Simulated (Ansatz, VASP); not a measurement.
**Si2Mo in two plane-wave programs**

Aim: how closely do two programs agree when they are given the same cell, functional and k mesh? The cell is taken from a series of runs on this material, whose earlier steps may have relaxed, scaled, displaced or heated it; both programs get it as it stands.

Main program and level: Ansatz 0.2.0; plane waves, with VASP 6.6.1 beside it; zone-centre phonons at LDA.

### Step 1. Starting point

Symmetry: I4/mmm, No. 139, tetragonal system. The conventional cell has a = 3.105 Å, b = 3.105 Å, c = 7.641 Å, α = 90.00°, β = 90.00°, γ = 90.00°. Nearest to Si lie 5 Si at 2.53 to 2.55 Å and 5 Mo at 2.53 to 2.55 Å. Nearest to Mo lie 10 Si at 2.53 to 2.55 Å. Farther neighbours are not listed.

As a file:

```xyz
3
Lattice="-1.5525 1.5525 3.8206 1.5525 -1.5525 3.8206 1.5525 1.5525 -3.8206" Properties=species:S:1:pos:R:3 pbc="T T T"
Si    0.0000    0.0000    2.5548
Si    0.0000    0.0000    5.0864
Mo    0.0000    0.0000    0.0000
```

### Step 2. VASP: zone-centre phonons, LDA

Second derivatives magnify differences that forces hide, and they need a tight electronic threshold.

Lines of VASP's logs that name or quote its potential files are left out, and so is its time.

The input, INCAR:

```
SYSTEM = Si2Mo
PREC = Accurate
ENCUT = 500
EDIFF = 1E-08
NELM = 120
ISMEAR = 1
SIGMA = 0.2
LREAL = .FALSE.
ALGO = Normal
GGA = CA
NBANDS = 17
LASPH = .TRUE.
LORBIT = 11
LWAVE = .FALSE.
LCHARG = .FALSE.
ISIF = 2
IBRION = 8
GGA_COMPAT = .FALSE.
KPAR = 2
```

The input, POSCAR:

```
Si2Mo
1.0
   -1.5525268817      1.5525268817      3.8206007780
    1.5525268817     -1.5525268817      3.8206007780
    1.5525268817      1.5525268817     -3.8206007780
Si Mo
2 1
Direct
    0.3343484137      0.3343484137      0.0000000000
    0.6656515863      0.6656515863      0.0000000000
    0.0000000000      0.0000000000      0.0000000000
```

The input, KPOINTS:

```
Automatic mesh
0
Gamma
20 20 20
0 0 0
```

PAW data sets: Si and Mo_sv (LDA family, release 64).

Started as:

```
mpirun -np 2 vasp_std
```

Numbers of over 12 decimals in the logs are rounded to 6 here.

The program printed:

```text
[banner, memory and clock lines left out]
running    2 mpi-ranks, on    1 nodes
 distrk:  each k-point on    1 cores,    2 groups
 distr:  one band on    1 cores,    1 groups

 POSCAR found type information on POSCAR SiMo
 POSCAR found :  2 types and       3 ions
 LDA part: xc-table for (Slater(with rela. corr.)+CA(PZ))
 , standard interpolation
 POSCAR, INCAR and KPOINTS ok, starting setup
 FFT: planning ... GRIDC
 FFT: planning ... GRID_SOFT
 FFT: planning ... GRID
 WAVECAR not read
 entering main loop
       N       E                     dE             d eps       ncg     rms          rms(c)
DAV:   1     0.126115927041E+03    0.12612E+03   -0.11140E+04 21826   0.121E+03
DAV:   2    -0.232613429694E+02   -0.14938E+03   -0.14673E+03 25315   0.321E+02
DAV:   3    -0.265456457619E+02   -0.32843E+01   -0.32510E+01 27674   0.432E+01
DAV:   4    -0.265638517328E+02   -0.18206E-01   -0.18192E-01 26052   0.351E+00
DAV:   5    -0.265639744073E+02   -0.12267E-03   -0.12266E-03 27555   0.305E-01    0.271E+01
DAV:   6    -0.258341222544E+02    0.72985E+00   -0.48151E+00 24865   0.164E+01    0.631E+00
DAV:   7    -0.257325676636E+02    0.10155E+00   -0.59585E-01 23947   0.544E+00    0.557E+00
DAV:   8    -0.256980514801E+02    0.34516E-01   -0.88345E-02 24411   0.241E+00    0.353E-01
DAV:   9    -0.256973947922E+02    0.65669E-03   -0.16174E-03 25829   0.361E-01    0.192E-01
DAV:  10    -0.256972859385E+02    0.10885E-03   -0.34562E-04 25659   0.161E-01    0.633E-02
DAV:  11    -0.256972800677E+02    0.58708E-05   -0.49664E-05 25141   0.546E-02    0.154E-02
DAV:  12    -0.256972795417E+02    0.52607E-06   -0.36995E-06 24913   0.122E-02    0.511E-03
DAV:  13    -0.256972794371E+02    0.10460E-06   -0.39359E-07 24560   0.579E-03    0.127E-03
DAV:  14    -0.256972794382E+02   -0.11196E-08   -0.12288E-08 16560   0.959E-04
   1 F= -.25697279E+02 E0= -.25697400E+02  d E =0.362107E-03
 Linear response reoptimize wavefunctions to high precision
DAV:   1    -0.256972794383E+02   -0.86402E-10   -0.11098E-09 15812   0.338E-04
DAV:   2    -0.256972794383E+02   -0.29559E-10   -0.15316E-10 11942   0.117E-04
 Linear response DOF=           4
 Linear response progress:
  Degree of freedom:   1/  4
       N       E                     dE             d eps       ncg     rms          rms(c)
RMM:   1    -0.216662648339E-01   -0.21666E-01   -0.16047E-02176469   0.986E-01
RMM:   2    -0.169697382485E-01    0.46965E-02   -0.14533E-03113605   0.253E-01    0.107E-01
RMM:   3    -0.170457327313E-01   -0.75994E-04   -0.20807E-04113901   0.734E-02    0.558E-02
RMM:   4    -0.172287556189E-01   -0.18302E-03   -0.12554E-04117778   0.536E-02    0.113E-02
RMM:   5    -0.172195397474E-01    0.92159E-05   -0.19695E-06120103   0.137E-02    0.186E-03
RMM:   6    -0.172229246150E-01   -0.33849E-05   -0.31383E-07125660   0.271E-03    0.631E-04
RMM:   7    -0.172216461863E-01    0.12784E-05    0.37080E-09123538   0.736E-04    0.127E-04
RMM:   8    -0.172221496948E-01   -0.50351E-06   -0.24819E-08133428   0.196E-04    0.528E-05
RMM:   9    -0.172222137511E-01   -0.64056E-07   -0.19305E-08126248   0.661E-05    0.184E-05
RMM:  10    -0.172222338121E-01   -0.20061E-07   -0.32027E-08130038   0.434E-05    0.495E-06
RMM:  11    -0.172222503148E-01   -0.16503E-07   -0.34836E-08132727   0.382E-05    0.130E-06
RMM:  12    -0.172222517216E-01   -0.14068E-08   -0.37403E-08118935   0.342E-05    0.273E-07
 first order change of Fermi-energy   0.15997E-04
 force on displaced ion       1 direction 1 : -10.551  -0.000  -0.000
 Linear response progress:
  Degree of freedom:   2/  4
       N       E                     dE             d eps       ncg     rms          rms(c)
RMM:   1    -0.319277913314E-01   -0.31928E-01   -0.10847E-02 53274   0.126E+00
RMM:   2    -0.237698845147E-01    0.81579E-02   -0.26774E-03 36046   0.326E-01    0.174E-01
RMM:   3    -0.237248998277E-01    0.44985E-04   -0.80646E-04 33374   0.143E-01    0.136E-01
RMM:   4    -0.237910005371E-01   -0.66101E-04   -0.12130E-04 34607   0.697E-02    0.475E-02
RMM:   5    -0.238550808884E-01   -0.64080E-04   -0.17738E-05 37532   0.246E-02    0.172E-02
RMM:   6    -0.238611387662E-01   -0.60579E-05   -0.15025E-06 36163   0.846E-03    0.280E-03
RMM:   7    -0.238611475336E-01   -0.87674E-08   -0.18468E-07 38084   0.235E-03    0.639E-04
RMM:   8    -0.238605538569E-01    0.59368E-06    0.15207E-08 36716   0.718E-04    0.346E-04
RMM:   9    -0.238609341326E-01   -0.38028E-06    0.15572E-08 37250   0.314E-04    0.564E-05
RMM:  10    -0.238610652999E-01   -0.13117E-06   -0.12250E-09 40384   0.122E-04    0.217E-05
RMM:  11    -0.238610826466E-01   -0.17347E-07    0.11706E-09 38216   0.583E-05    0.328E-06
RMM:  12    -0.238610771234E-01    0.55232E-08   -0.24027E-09 42071   0.399E-05    0.162E-06
 first order change of Fermi-energy   0.14256E-01
 force on displaced ion       1 direction 3 :   0.000   0.000 -16.108
 Linear response progress:
  Degree of freedom:   3/  4
       N       E                     dE             d eps       ncg     rms          rms(c)
RMM:   1    -0.857953053732E+00   -0.85795E+00    0.42895E-01 43287   0.286E+01
RMM:   2    -0.681307751817E+00    0.17665E+00   -0.25935E-01 58340   0.373E+00    0.168E-01
RMM:   3    -0.686310607639E+00   -0.50029E-02   -0.19211E-02 73855   0.837E-01    0.929E-02
RMM:   4    -0.685747842166E+00    0.56277E-03   -0.38580E-04 81887   0.151E-01    0.332E-02
RMM:   5    -0.685609044504E+00    0.13880E-03   -0.37635E-05 85144   0.373E-02    0.852E-03
RMM:   6    -0.685621743441E+00   -0.12699E-04   -0.48156E-06 81671   0.127E-02    0.977E-04
RMM:   7    -0.685627263522E+00   -0.55201E-05   -0.57357E-07 89052   0.407E-03    0.530E-04
RMM:   8    -0.685635297611E+00   -0.80341E-05   -0.22540E-07 80671   0.147E-03    0.156E-04
RMM:   9    -0.685637199291E+00   -0.19017E-05   -0.14989E-07 85708   0.660E-04    0.552E-05
RMM:  10    -0.685636198609E+00    0.10007E-05   -0.85504E-08 85138   0.384E-04    0.184E-05
RMM:  11    -0.685636363142E+00   -0.16453E-06   -0.68608E-08 86009   0.249E-04    0.916E-06
RMM:  12    -0.685636618940E+00   -0.25580E-06   -0.56675E-08 81288   0.211E-04    0.619E-06
RMM:  13    -0.685636493463E+00    0.12548E-06   -0.59095E-08 81660   0.178E-04    0.132E-06
RMM:  14    -0.685636512369E+00   -0.18906E-07   -0.50565E-08 82582   0.163E-04    0.646E-07
RMM:  15    -0.685636521252E+00   -0.88832E-08   -0.58042E-08 77254   0.158E-04    0.194E-07
 first order change of Fermi-energy  -0.88385E-03
 force on displaced ion       3 direction 1 : -13.164   0.000  -0.000
 Linear response progress:
  Degree of freedom:   4/  4
       N       E                     dE             d eps       ncg     rms          rms(c)
RMM:   1    -0.907245546496E+00   -0.90725E+00    0.88243E-01 23643   0.292E+01
RMM:   2    -0.731460352259E+00    0.17579E+00   -0.27115E-01 32360   0.378E+00    0.188E-01
RMM:   3    -0.735712358877E+00   -0.42520E-02   -0.19509E-02 39593   0.856E-01    0.934E-02
RMM:   4    -0.734841456560E+00    0.87090E-03   -0.60413E-04 42326   0.180E-01    0.321E-02
RMM:   5    -0.734598065217E+00    0.24339E-03   -0.53210E-05 45679   0.439E-02    0.138E-02
RMM:   6    -0.734521250374E+00    0.76815E-04   -0.60186E-06 47455   0.141E-02    0.391E-03
RMM:   7    -0.734540747960E+00   -0.19498E-04   -0.91787E-07 44208   0.565E-03    0.553E-04
RMM:   8    -0.734544413005E+00   -0.36650E-05   -0.30557E-07 49589   0.182E-03    0.318E-04
RMM:   9    -0.734546037026E+00   -0.16240E-05   -0.59464E-08 48199   0.638E-04    0.174E-04
RMM:  10    -0.734547233156E+00   -0.11961E-05   -0.56702E-08 45378   0.415E-04    0.256E-05
RMM:  11    -0.734547141912E+00    0.91245E-07   -0.39264E-08 48150   0.257E-04    0.141E-05
RMM:  12    -0.734547069927E+00    0.71984E-07   -0.40059E-08 50866   0.197E-04    0.308E-06
RMM:  13    -0.734547082882E+00   -0.12955E-07   -0.31354E-08 49479   0.171E-04    0.142E-06
RMM:  14    -0.734547105524E+00   -0.22642E-07   -0.25330E-08 46904   0.161E-04    0.437E-07
RMM:  15    -0.734547107235E+00   -0.17113E-08   -0.19251E-08 43077   0.156E-04    0.159E-07
 first order change of Fermi-energy   0.54247E-03
 force on displaced ion       3 direction 3 :   0.000   0.000 -17.318
 Linear response finished
```

From OUTCAR (step 2):

```text
ion  position               nearest neighbor table
   1  0.334  0.334  0.000-   2 2.53   3 2.53   3 2.53   3 2.53   3 2.53   2 2.55   2 2.55   2 2.55
                             2 2.55   3 2.55
   2  0.666  0.666  0.000-   1 2.53   3 2.53   3 2.53   3 2.53   3 2.53   1 2.55   1 2.55   1 2.55
                             1 2.55   3 2.55
   3  0.000  0.000  0.000-   2 2.53   2 2.53   2 2.53   1 2.53   2 2.53   1 2.53   1 2.53   1 2.53
                             1 2.55   2 2.55

  LATTYP: Found a body centered tetragonal cell.
 ALAT       =     3.1050537634
 C/A-ratio  =     2.4608918680

 Subroutine GETGRP returns: Found 16 space group operations
 (whereof 16 operations were pure point group operations)

The static configuration has the point symmetry D_4h.

 Found    641 irreducible k-points:

   k-points           NKPTS =    641   k-points in BZ     NKDIM =    641   number of bands    NBANDS=     17

   dimension x,y,z NGX =    32 NGY =   32 NGZ =   32
   dimension x,y,z NGXF=    64 NGYF=   64 NGZF=   64

   ENCUT  =  500.0 eV  36.75 Ry    6.06 a.u.   8.03  8.03  8.03*2*pi/ulx,y,z

   NELECT =      22.0000    total number of electrons

 k-points in reciprocal lattice and weights: Automatic mesh
   0.00000000  0.00000000  0.00000000       0.000
   0.05000000 -0.00000000  0.00000000       0.001
   0.10000000 -0.00000000  0.00000000       0.001
   0.15000000  0.00000000  0.00000000       0.001
   0.20000000 -0.00000000  0.00000000       0.001
   0.25000000  0.00000000 -0.00000000       0.001
   0.30000000  0.00000000  0.00000000       0.001
   0.35000000 -0.00000000  0.00000000       0.001
   0.40000000  0.00000000 -0.00000000       0.001
[...]
-0.45000000 -0.45000000  0.45000000       0.000
   0.50000000  0.50000000  0.50000000       0.000

 average (electrostatic) potential at core
       1 -77.5938       2 -77.5938       3 -67.6381

  Total        3.8375953      3.8375953      3.8528992      0.0000000      0.0000000      0.0000000
  in kB      166.9167232    166.9167232    167.5823660      0.0000000      0.0000000      0.0000000
  external PRESSURE =     167.1386042 kB  Pullay stress =       0.0000000 kB

  energy-cutoff  :      500.00
  volume of cell :       36.84
      direct lattice vectors                 reciprocal lattice vectors
    -1.552526882  1.552526882  3.820600778     0.000000000  0.322055615  0.130869470
     1.552526882 -1.552526882  3.820600778     0.322055615  0.000000000  0.130869470
     1.552526882  1.552526882 -3.820600778     0.322055615  0.322055615  0.000000000

 POSITION                                       TOTAL-FORCE (eV/Angst)
 -----------------------------------------------------------------------------------
      0.00000      0.00000      2.55482         0.000000      0.000000     -0.012679
      0.00000      0.00000      5.08638        -0.000000     -0.000000      0.012679
      0.00000      0.00000      0.00000        -0.000000     -0.000000     -0.000000
 -----------------------------------------------------------------------------------
    total drift:                               -0.000000     -0.000000     -0.000000

 Eigenvectors and eigenvalues of the dynamical matrix
 ----------------------------------------------------

   1 f  =   14.318905 THz    89.968337 2PiTHz  477.627275 cm-1    59.218208 meV
             X         Y         Z           dx          dy          dz
      0.000000  0.000000  2.554824     0.000000    0.000000   -0.707107
      0.000000  0.000000  5.086378     0.000000   -0.000000    0.707107
      0.000000  0.000000  0.000000    -0.000000   -0.000000    0.000000

   2 f  =   11.241436 THz    70.632026 2PiTHz  374.973944 cm-1    46.490823 meV
             X         Y         Z           dx          dy          dz
      0.000000  0.000000  2.554824     0.566940    0.422587    0.000000
      0.000000  0.000000  5.086378    -0.566940   -0.422587   -0.000000
      0.000000  0.000000  0.000000     0.000000    0.000000    0.000000

   3 f  =   11.241436 THz    70.632026 2PiTHz  374.973944 cm-1    46.490823 meV
             X         Y         Z           dx          dy          dz
      0.000000  0.000000  2.554824    -0.422587    0.566940    0.000000
      0.000000  0.000000  5.086378     0.422587   -0.566940   -0.000000
      0.000000  0.000000  0.000000     0.000000    0.000000    0.000000

   4 f  =   10.928905 THz    68.668338 2PiTHz  364.549043 cm-1    45.198300 meV
             X         Y         Z           dx          dy          dz
      0.000000  0.000000  2.554824     0.000000    0.000000   -0.561536
      0.000000  0.000000  5.086378     0.000000    0.000000   -0.561536
      0.000000  0.000000  0.000000     0.000000   -0.000000    0.607745

   5 f  =    9.528710 THz    59.870653 2PiTHz  317.843563 cm-1    39.407562 meV
             X         Y         Z           dx          dy          dz
      0.000000  0.000000  2.554824    -0.561543   -0.000000   -0.000000
      0.000000  0.000000  5.086378    -0.561543    0.000000    0.000000
      0.000000  0.000000  0.000000     0.607733    0.000000    0.000000

   6 f  =    9.528710 THz    59.870653 2PiTHz  317.843563 cm-1    39.407562 meV
             X         Y         Z           dx          dy          dz
      0.000000  0.000000  2.554824     0.000000    0.561543    0.000000
      0.000000  0.000000  5.086378     0.000000    0.561543    0.000000
      0.000000  0.000000  0.000000    -0.000000   -0.607733   -0.000000

   7 f/i=    0.000661 THz     0.004150 2PiTHz    0.022032 cm-1     0.002732 meV
             X         Y         Z           dx          dy          dz
      0.000000  0.000000  2.554824     0.357921    0.237828    0.000000
      0.000000  0.000000  5.086378     0.357921    0.237828    0.000000
      0.000000  0.000000  0.000000     0.661435    0.439504    0.000000

   8 f/i=    0.000661 THz     0.004150 2PiTHz    0.022032 cm-1     0.002732 meV
             X         Y         Z           dx          dy          dz
      0.000000  0.000000  2.554824     0.237828   -0.357921   -0.000000
      0.000000  0.000000  5.086378     0.237828   -0.357921   -0.000000
      0.000000  0.000000  0.000000     0.439504   -0.661435   -0.000000

   9 f/i=    0.000928 THz     0.005832 2PiTHz    0.030962 cm-1     0.003839 meV
             X         Y         Z           dx          dy          dz
      0.000000  0.000000  2.554824     0.000000   -0.000000    0.429741
      0.000000  0.000000  5.086378     0.000000   -0.000000    0.429741
      0.000000  0.000000  0.000000     0.000000   -0.000000    0.794132

 ELASTIC MODULI CONTR FROM IONIC RELAXATION (kBar)
 Direction    XX          YY          ZZ          XY          YZ          ZX
 --------------------------------------------------------------------------------
 XX         -23.9518    -23.9518    -21.7873      0.0000     -0.0000      0.0000
 YY         -23.9518    -23.9518    -21.7873      0.0000     -0.0000      0.0000
 ZZ         -21.7873    -21.7873    -19.8184      0.0000     -0.0000      0.0000
 XY           0.0000      0.0000      0.0000      0.0000      0.0000      0.0000
 YZ          -0.0000     -0.0000     -0.0000      0.0000    -51.5121     -0.0000
 ZX           0.0000      0.0000      0.0000      0.0000     -0.0000    -23.7872
 --------------------------------------------------------------------------------
```

[end of part 1 of 2]

[Lines on the potential files, build, host, timing and source positions are cut from VASP's logs without a mark.]

[Logs are printed without paths, hosts, clocks, repeated set-up lines and the standing remarks that a program may print on its own settings, such as how far it seeks lower states.]

[Hosts, paths, dates, database ids (printed as entryN), source tags and the programs' standing remarks are cut or masked in the printed files.]
